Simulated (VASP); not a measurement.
# HfN2: structure and properties in VASP

What structure does HfN2 take at this level, and what are its properties? The steps: relaxing cell and atoms (PBEsol), second relaxation, single point with fields (PBEsol), band structure (PBEsol), density of states (PBEsol), bands along the symmetry lines (TB-mBJ), bands along the symmetry lines (PBEsol + SOC), electric field gradients (PBEsol) and ionic relaxation at fixed cell (PBEsol), changed input. The cell is invented: it takes the structure of a Materials Project entry for WN2 (space group 187 there), with some of its atoms replaced by other elements, volume scaled by an estimate. It may not be a known or stable phase.

Method: PBEsol; plane waves and PAW (Hf_pv, N), in the first sound run; inputs show where later runs differ, in VASP 6.6.1.

Report form: the programs' logs are mostly left out.

## 1. The starting structure

Before any relaxation, the start is as follows. It takes space group P-6m2 (No. 187, hexagonal). Conventional cell: a = 2.730 Å, b = 2.730 Å, c = 3.652 Å, α = 90.00°, β = 90.00°, γ = 120.00°. Hf has 6 N at 1.96 Å nearest. Nearest to N lie 1 N at 1.33 Å and 3 Hf at 1.96 Å. It derives from WN2. it takes the structure of a Materials Project entry for WN2 (space group 187 there), with some of its atoms replaced by other elements, volume scaled by an estimate. Farther neighbours and most contacts between anions are not listed.

Structure file:

```xyz
3
Lattice="2.7304 0.0000 0.0000 -1.3652 2.3646 0.0000 0.0000 0.0000 3.6523" Properties=species:S:1:pos:R:3 pbc="T T T"
Hf    1.3652    0.7882    1.8262
N     0.0000    0.0000    2.9885
N     0.0000    0.0000    0.6638
```

## 2. Relaxing cell and atoms (PBEsol)

The start need not lie at this functional's minimum. ISIF = 3 frees volume, shape and positions, and EDIFFG sets the threshold on forces and stress at which the search stops. PBEsol restores the gradient expansion of exchange and is tuned for the cells of solids.

INCAR

```
SYSTEM = HfN2
PREC = Accurate
ENCUT = 520
EDIFF = 1E-06
NELM = 100
ISMEAR = 0
SIGMA = 0.05
LREAL = .FALSE.
ALGO = Normal
GGA = PS
LORBIT = 11
LWAVE = .FALSE.
LCHARG = .FALSE.
IBRION = 2
NSW = 60
ISIF = 3
EDIFFG = -0.01
```

POSCAR

```
HfN2
1.0
    2.7304110000      0.0000000000      0.0000000000
   -1.3652060000      2.3646050000      0.0000000000
    0.0000000000      0.0000000000      3.6523070000
Hf N
1 2
Direct
    0.6666666700      0.3333333300      0.5000000000
    0.0000000000      0.0000000000      0.8182490400
    0.0000000000      0.0000000000      0.1817509600
```

KPOINTS

```
Automatic mesh
0
Gamma
9 9 6
0 0 0
```

PAW data sets: Hf_pv and N (PBE family, release 64).

On the command line:

```sh
mpirun -np 1 vasp_std
```

The job ended after 1.7 min (1 MPI rank of Intel Xeon Platinum 8488C (Sapphire Rapids), shared host; peak memory 0.15 GiB).

The k-mesh is coarse for a metal. Harder data sets than Hf_pv exist (the GW ones), and pressures, volumes and forces can shift noticeably with them. The PAW data sets were made with PBE, which is usual practice but a small mismatch for other functionals. After so large a change of volume the plane waves of the start cell no longer fit, so the final stress carries a basis-set error. The run keeps the 12 symmetry operations of its start, so it cannot find a distortion of lower symmetry.

The steps of the relaxation:

```tsv
step	energy less that of the first step (eV)	largest force (eV/Å)	pressure (GPa)	volume (Å³)
1	0.0000	3.9854	169.00	23.58
2	4.4389	1.1610	-44.99	64.53
3	-3.5339	5.4625	-9.20	35.12
4	-3.6653	5.3329	0.51	33.55
5	-3.6941	5.2084	7.99	32.54
6	-3.5764	1.5551	-24.09	37.80
7	-4.0801	0.2475	-11.86	34.55
8	-4.2275	2.0507	3.80	33.19
9	-4.3791	0.8149	-3.03	33.77
10	-4.3759	1.2193	2.57	33.13
11	-4.3988	0.0309	-0.65	33.45
12	-4.3988	0.0518	-0.60	33.44
13	-4.3990	0.0271	0.49	33.32
14	-4.3991	0.0009	0.11	33.36
15	-4.3991	0.0066	-0.01	33.38
```

```tsv
cell as run	before	after	change
a (Å)	2.730	3.197	+17.1 %
b (Å)	2.730	3.197	+17.1 %
c (Å)	3.652	3.770	+3.2 %
volume (Å³/atom)	7.86	11.13	+41.5 %
```

The atoms that moved most (Å, as changes of fractional coordinates times the final cell):

```tsv
atom	dx	dy	dz	length
N2	0.000	0.000	-0.020	0.020
N3	0.000	0.000	0.020	0.020
```

The relaxed structure:

```xyz
3
Lattice="3.1974 0.0000 0.0000 -1.5987 2.7691 0.0000 0.0000 0.0000 3.7698" Properties=species:S:1:pos:R:3 pbc="T T T"
Hf    1.5987    0.9230    1.8849
N     0.0000    0.0000    3.0650
N     0.0000    0.0000    0.7049
```

This step gave:

```
electrons                       : 20
bands                           : 14
irreducible k-points            : 48
symmetry operations             : 12
free energy (TOTEN)             : -30.13 eV
energy at zero smearing         : -30.13 eV
Fermi energy                    : 5.995 eV
pressure                        : -0.007868 GPa
metallic                        : yes
SCF cycles over all ionic steps : 130
```

It ends with a largest force of 0.007 eV/Å and a pressure of -0.01 GPa.

## 3. Second relaxation

A relaxation keeps the plane waves of the cell it began with, so it is repeated from the new cell, on a basis made for it. The mesh changes with the cell too.

INCAR is that of step 2.

POSCAR

```
HfN2
1.0
    3.1974344228     -0.0000001051      0.0000000000
   -1.5987178879      2.7690590463      0.0000000000
    0.0000000000      0.0000000000      3.7698323808
Hf N
1 2
Direct
    0.6666666700      0.3333333300      0.5000000000
    0.0000000000      0.0000000000      0.8130225613
    0.0000000000      0.0000000000      0.1869774387
```

KPOINTS

```
Automatic mesh
0
Gamma
8 8 6
0 0 0
```

On the command line:

```sh
mpirun -np 1 vasp_std
```

Run time: 50 s. Hardware: 1 MPI rank; peak memory 0.16 GiB.

Step by step:

```tsv
step	energy less that of the first step (eV)	largest force (eV/Å)	pressure (GPa)	volume (Å³)
1	0.0000	0.1281	4.59	33.38
2	0.0065	0.0891	-6.13	34.94
3	-0.0106	0.0382	-0.34	34.05
4	-0.0109	0.0418	0.19	34.03
5	-0.0113	0.0411	-0.04	34.04
6	-0.0113	0.0594	0.06	34.03
7	-0.0113	0.0006	-0.02	34.03
```

```tsv
conventional cell, symmetrised	before	after	change
a (Å)	3.197	3.227	+0.9 %
b (Å)	3.197	3.227	+0.9 %
c (Å)	3.770	3.774	+0.1 %
volume (Å³/atom)	11.13	11.34	+2.0 %
```

Final coordinates:

```
Hf N
1.0
     3.22680    0.00000    0.00000
    -1.61340    2.79449    0.00000
     0.00000    0.00000    3.77424
Hf N
1 2
Direct
  0.66667 0.33333 0.50000
  0.00000 0.00000 0.81181
  0.00000 0.00000 0.18819
```

This step gave:

- irreducible k-points: 40
- free energy (TOTEN): -30.27 eV
- energy at zero smearing: -30.27 eV
- Fermi energy: 5.798 eV
- pressure: -0.01540 GPa
- SCF cycles over all ionic steps: 48

It ends with a largest force of 0.001 eV/Å and a pressure of -0.02 GPa.

## 4. Single point with fields (PBEsol)

A single point on the relaxed cell gives a clean self-consistent state, with density, ELF and potential written out.

Changes to INCAR since step 3:

```diff
@@ -12,6 +12,5 @@
 LWAVE = .FALSE.
-LCHARG = .FALSE.
-IBRION = 2
-NSW = 60
-ISIF = 3
-EDIFFG = -0.01
+LCHARG = .TRUE.
+ISIF = 2
+LELF = .TRUE.
+LVHAR = .TRUE.
```

POSCAR

```
HfN2
1.0
    3.2267951798     -0.0000001142      0.0000000000
   -1.6133982797      2.7944862001      0.0000000000
    0.0000000000      0.0000000000      3.7742408865
Hf N
1 2
Direct
    0.6666666700      0.3333333300      0.5000000000
    0.0000000000      0.0000000000      0.8118065567
    0.0000000000      0.0000000000      0.1881934433
```

KPOINTS is that of step 3.

On the command line:

```sh
mpirun -np 1 vasp_std
```

The job ended after 10 s (1 MPI rank; peak memory 0.15 GiB).

This step gave:

```yaml
scf_cycles: 13
pressure: 0.01167 GPa
```

Valence electrons inside each PAW sphere by angular momentum. Sphere charges, by row:

```tsv
atom	s (e)	p (e)	d (e)	tot (e)
Hf1	0.331	6.648	1.664	8.644
N2	1.229	2.52	0	3.749
N3	1.229	2.52	0	3.749
```

Electrostatic potential energy in the ac plane at fractional y = 0.000, with atoms of N within 0.2 Å of it. With pseudopotentials it is smooth inside the atoms' cores, unlike the true potential.

Ten even steps from '0' (-53 eV) to '9' (2 eV):
```
23689999999999863
00179999999999710
31058999999998501
31058999999998501
00169999889999610
12689988888899862
78899887777889988
99998877777788999
99998877777788999
99998877777788999
99998877777788999
78899887777889988
12689988888899862
00169999889999610
31058999999998501
31058999999998501
00179999999999710
23689999999999863
67889999999999887
```
Columns run along a (3.2 Å; values clipped at the 3rd and 97th percentile), rows up along c (3.8 Å). Atoms in or near the plane, at fractional coordinates: N at (0.00, 0.81), N at (0.00, 0.19).

ELF in the ac plane at fractional y = 0.000, with atoms of N within 0.2 Å of it. It is the smooth field of the valence electrons, not physical close to the nuclei.

Ten even steps from '0' (0.03) to '9' (0.88):
```
88764210000124678
45787531001357875
02799751001579972
03899851001589983
46999741001479996
78998521111258998
77875211111125787
44432112332112344
11110012332100111
11110012332100111
44432112332112344
77875211111125787
78998521111258998
46999741001479996
03899851001589983
02799751001579972
45787531001357875
88764210000124678
99753100000013579
```
Columns run along a (3.2 Å), rows up along c (3.8 Å). Atoms in or near the plane, at fractional coordinates: N at (0.00, 0.81), N at (0.00, 0.19).

Valence density in the ac plane at fractional y = 0.000, with atoms of N within 0.2 Å of it. It is the smooth field of the valence electrons, not physical close to the nuclei.

Ten even steps from '_' (0.1 e/Å³) to '@' (3.8 e/Å³):
```
**++--::..________________..::--++
####++--..________________..--++##
%%@@##==::________________::==##@@
@@@@%%==::..____________..::==%%@@
%%%%**--::..____________..::--**%%
++++==::..________________..::==++
::::::....________________....::::
......__________....__________....
______________........____________
______________........____________
......__________....__________....
::::::....________________....::::
++++==::..________________..::==++
%%%%**--::..____________..::--**%%
@@@@%%==::..____________..::==%%@@
%%@@##==::________________::==##@@
####++--..________________..--++##
**++--::..________________..::--++
++==--..____________________..--==
```
Columns run along a (3.2 Å), rows up along c (3.8 Å). Atoms in or near the plane, at fractional coordinates: N at (0.00, 0.81), N at (0.00, 0.19).

In this run the pressure is 0.01 GPa, small enough to go on.

## 5. Band structure (PBEsol)

The mesh alone shows little of the dispersion and can miss band extrema, so KPOINTS_OPT adds a path through the symmetry points after the self-consistent cycle.

Changes to INCAR since step 4:

```diff
@@ -12,5 +12,2 @@
 LWAVE = .FALSE.
-LCHARG = .TRUE.
-ISIF = 2
-LELF = .TRUE.
-LVHAR = .TRUE.
+LCHARG = .FALSE.
```

POSCAR is that of step 4.

KPOINTS is that of step 4.

KPOINTS_OPT

```
Line mode
16
Line-mode
Reciprocal
  0.00000000   0.00000000   0.00000000 GAMMA
  0.50000000   0.00000000   0.00000000 M

  0.50000000   0.00000000   0.00000000 M
  0.33333333   0.33333333   0.00000000 K

  0.33333333   0.33333333   0.00000000 K
  0.00000000   0.00000000   0.00000000 GAMMA

  0.00000000   0.00000000   0.00000000 GAMMA
  0.00000000   0.00000000   0.50000000 A

  0.00000000   0.00000000   0.50000000 A
  0.50000000   0.00000000   0.50000000 L

  0.50000000   0.00000000   0.50000000 L
  0.33333333   0.33333333   0.50000000 H

  0.33333333   0.33333333   0.50000000 H
  0.00000000   0.00000000   0.50000000 A

  0.50000000   0.00000000   0.50000000 L
  0.50000000   0.00000000   0.00000000 M

  0.33333333   0.33333333   0.00000000 K
  0.33333333   0.33333333   0.50000000 H
```

On the command line:

```sh
mpirun -np 1 vasp_std
```

The job ended after 41 s (1 MPI rank; peak memory 0.17 GiB).

Spin-orbit coupling is off here; with elements this heavy it splits and shifts levels by tenths of an eV or more.

Electronic bands along the path, in eV, zero at the Fermi level; # counts the bands kept:

```tsv
point	#2	#3	#4	#5	#6	#7
Γ	-5.16	-5.16	-0.46	-0.46	0.50	3.31
0.47 of the way	-6.40	-4.80	-1.13	-0.60	0.25	3.20
M	-6.98	-4.43	-1.77	-0.99	-0.07	4.25
0.47 of the way	-6.95	-4.95	-2.68	0.05	0.22	3.41
K	-6.71	-5.74	-3.21	0.70	0.85	2.33
0.47 of the way	-6.76	-4.83	-1.94	-0.11	0.07	3.45
Γ	-5.16	-5.16	-0.46	-0.46	0.50	3.31
0.47 of the way	-4.88	-4.88	-1.44	-1.44	1.02	3.19
A	-4.34	-3.59	-2.55	-2.55	0.57	4.36
0.47 of the way	-4.88	-3.93	-3.43	-1.61	1.51	4.21
L	-5.42	-4.24	-3.40	-0.20	1.54	4.96
0.47 of the way	-5.22	-4.34	-3.05	-0.59	1.75	4.36
H	-4.89	-4.64	-2.06	-1.61	1.92	4.31
0.47 of the way	-5.15	-4.01	-3.50	-1.16	1.96	4.05
A	-4.34	-3.59	-2.55	-2.55	0.57	4.36
jump to L	-5.42	-4.24	-3.40	-0.20	1.54	4.96
0.47 of the way	-6.14	-5.06	-2.07	-0.85	0.68	4.79
M	-6.98	-4.43	-1.77	-0.99	-0.07	4.25
jump to K	-6.71	-5.74	-3.21	0.70	0.85	2.33
0.53 of the way	-5.93	-5.91	-2.19	-0.68	1.34	3.23
H	-4.89	-4.64	-2.06	-1.61	1.92	4.31
```

Of the projections kept (Hf, N), the largest for each band there; the rest of the weight can lie on other orbitals:

```tsv
point	#2	#3	#4	#5	#6	#7
Γ	N 0.70	N 0.70	N 0.64	N 0.64	Hf 0.84	Hf 0.51
M	N 0.69	N 0.83	N 0.54	N 0.66	Hf 0.93	Hf 0.79
K	N 0.72	N 0.73	Hf 0.52	N 0.78	Hf 0.87	Hf 0.89
Γ	N 0.70	N 0.70	N 0.64	N 0.64	Hf 0.84	Hf 0.51
A	N 0.84	N 0.90	Hf 0.55	Hf 0.55	Hf 0.76	Hf 0.92
L	N 0.73	N 0.85	Hf 0.53	N 0.69	Hf 0.75	Hf 0.70
```

There is no gap at this level.

## 6. Density of states (PBEsol)

Here the states are counted by energy and projected on the atoms. The mesh is finer than in the run before.

Changes to INCAR since step 5:

```diff
@@ -5,3 +5,3 @@
 NELM = 100
-ISMEAR = 0
+ISMEAR = -5
 SIGMA = 0.05
@@ -13 +13,2 @@
 LCHARG = .FALSE.
+NEDOS = 2001
```

POSCAR is that of step 5.

KPOINTS

```
Automatic mesh
0
Gamma
12 12 9
0 0 0
```

On the command line:

```sh
mpirun -np 1 vasp_std
```

The job ended after 33 s (1 MPI rank; peak memory 0.18 GiB).

With tetrahedra the forces and stress of a metal are not exact derivatives of the energy.

Numbers from this step:

| Quantity | Value |
| --- | --- |
| SCF cycles | 15 |
| irreducible k-points | 95 |
| Fermi energy | 5.891 eV |
| pressure | -0.1484 GPa |
| DOS at the Fermi level | 0.8259 states/eV/cell |

The density of states has structure finer than the step of the table below, so its rows give means over 1 eV, whole bins alone (the curve runs from -12.0 to 3.86 eV). Peaks (eV: height): total -7.0: 2.81, -6.7: 2.95, -5.4: 3.35, -5.0: 4.69; N p -6.7: 1.28, -5.4: 1.73, -5.0: 2.52, -0.9: 1.33; Hf d -5.4: 0.397, -5.0: 0.521, -1.0: 0.443, 1.0: 0.769; Hf p -7.0: 0.206, -5.0: 0.206, -2.4: 0.206, -0.9: 0.294; N s -10.9: 0.633.

States under -12.0 eV and over 3.9 eV are left out. The density of states by energy, zero at the Fermi level; means over each step; values in states/eV/cell:

```tsv
energy (eV)	total	N p	Hf d	Hf p	N s
-11	0.700	0.0646	0.0644	0.0282	0.379
-10	0.0409	0.00370	0.00162	0.00287	0.0232
-9	0.0333	0.0164	0.00237	9.5e-4	0.00178
-8	0.489	0.243	0.0469	0.0220	0.0231
-7	1.57	0.688	0.148	0.0872	0.0396
-6	1.28	0.613	0.152	0.0536	0.0342
-5	2.41	1.29	0.263	0.0994	0.0339
-4	0.217	0.132	0.0149	0.0122	0.00844
-3	0.888	0.311	0.175	0.0822	0.00479
-2	1.21	0.478	0.306	0.0923	0.00342
-1	1.66	0.789	0.320	0.152	0.00594
0	0.714	0.164	0.274	0.0608	0.00382
1	1.15	0.134	0.616	0.0397	0.0275
2	0.359	0.0502	0.200	0.0118	0.00912
3	0.464	0.0778	0.190	0.0184	0.0121
```

Force by atom:

```tsv
atom	x (eV/Å)	y (eV/Å)	z (eV/Å)	size
Hf1	0.0000	0.0000	0.0000	0.0000
N2	0.0000	0.0000	0.0579	0.0579
N3	0.0000	0.0000	-0.0579	0.0579
```

The finer mesh and the other smearing move the Fermi level by +0.09 eV from the 8×8×6 run, one measure of the sampling error in the zero of the bands above. Of the states within 0.3 eV of the Fermi level, the largest shares in the PAW spheres are Hf d 40 %, N p 20 % and Hf p 9 %. The rest lies in smaller channels or between the spheres.

## 7. Bands along the symmetry lines (TB-mBJ)

This step: TB-mBJ; plane waves and PAW (Hf_pv, N); invented cell (VASP 6.6.1).

The mesh alone shows little of the dispersion and can miss band extrema, so KPOINTS_OPT adds a path through the symmetry points after the self-consistent cycle. TB-mBJ is a local potential fitted to gaps: it costs far less than a hybrid but gives no energy.

INCAR

```
SYSTEM = HfN2
PREC = Accurate
ENCUT = 520
EDIFF = 1E-06
NELM = 150
ISMEAR = 0
SIGMA = 0.05
LREAL = .FALSE.
ALGO = Normal
METAGGA = MBJ
LASPH = .TRUE.
LORBIT = 11
LWAVE = .FALSE.
LCHARG = .FALSE.
```

POSCAR is that of step 6.

KPOINTS

```
Automatic mesh
0
Gamma
8 8 6
0 0 0
```

KPOINTS_OPT is that of step 5.

On the command line:

```sh
mpirun -np 1 vasp_std
```

It took 98 s on 1 MPI rank; peak memory 0.17 GiB.

This functional is a potential without an energy, so its energies, forces and stress mean nothing and are not read.

Numbers from this step:

```yaml
scf_cycles: 65
irreducible_k_points: 40
fermi_energy: 7.366 eV
metallic: no
least_gap_on_mesh_and_path: 0.7334 eV
least_direct_gap_on_mesh_and_path: 1.200 eV
valence_top_at_k: 0.3333, 0.3333, 0
conduction_bottom_at_k: 0.4, 0, 0
least_direct_gap_at_k: 0.2667, 0.2667, 0
```

Electronic bands along the path, in eV, zero at the valence-band top; v1 is the highest filled band, c1 the lowest empty one:

```tsv
point	v4	v3	v2	v1	c1	c2
Γ	-5.80	-5.80	-1.18	-1.18	1.84	3.99
0.47 of the way	-6.76	-5.45	-1.82	-1.29	1.13	4.01
M	-7.24	-5.07	-2.44	-1.62	0.74	4.91
0.47 of the way	-7.19	-5.47	-3.28	-0.63	0.88	4.09
K	-6.94	-6.10	-3.79	0.00	1.23	3.20
0.47 of the way	-7.05	-5.43	-2.58	-0.82	0.85	4.23
Γ	-5.80	-5.80	-1.18	-1.18	1.84	3.99
0.47 of the way	-5.53	-5.53	-2.07	-2.07	2.07	3.98
A	-5.02	-4.23	-3.12	-3.12	1.00	4.39
0.47 of the way	-5.51	-4.50	-3.77	-2.25	1.98	4.50
L	-6.02	-4.82	-3.71	-0.96	1.85	5.40
0.47 of the way	-5.72	-4.90	-3.39	-1.23	1.97	4.63
H	-5.29	-5.23	-2.61	-1.92	1.97	4.53
0.47 of the way	-5.69	-4.59	-3.79	-1.84	2.47	4.10
A	-5.02	-4.23	-3.12	-3.12	1.00	4.39
jump to L	-6.02	-4.82	-3.71	-0.96	1.85	5.40
0.47 of the way	-6.67	-5.67	-2.51	-1.57	1.28	5.34
M	-7.24	-5.07	-2.44	-1.62	0.74	4.91
jump to K	-6.94	-6.10	-3.79	0.00	1.23	3.20
0.53 of the way	-6.49	-6.21	-2.63	-1.31	1.57	4.03
H	-5.29	-5.23	-2.61	-1.92	1.97	4.53
```

Of the projections kept (Hf, N), the largest for each band there; the rest of the weight can lie on other orbitals:

```tsv
point	v4	v3	v2	v1	c1	c2
Γ	N 0.70	N 0.70	N 0.66	N 0.66	Hf 0.87	Hf 0.55
M	N 0.71	N 0.82	N 0.55	N 0.66	Hf 0.93	Hf 0.87
K	N 0.76	N 0.75	Hf 0.50	N 0.77	Hf 0.91	Hf 0.94
Γ	N 0.70	N 0.70	N 0.66	N 0.66	Hf 0.87	Hf 0.55
A	N 0.84	N 0.91	Hf 0.53	Hf 0.53	Hf 0.76	Hf 0.93
L	N 0.73	N 0.86	N 0.51	N 0.68	Hf 0.77	Hf 0.73
```

The gap is 0.73 eV, indirect, from K to a point between the labelled ones.

(Part 1 of 2 ends here.)

[Lines on the potential files, build, host, timing and source positions are cut from VASP's logs without a mark.]

[Logs are printed without paths, hosts, clocks, repeated set-up lines and the standing remarks that a program may print on its own settings, such as how far it seeks lower states.]

[Hosts, paths, dates, database ids (printed as entryN), source tags and the programs' standing remarks are cut or masked in the printed files.]

[A measured line is paired with the nearest computed mode of its activity, which favours agreement.]
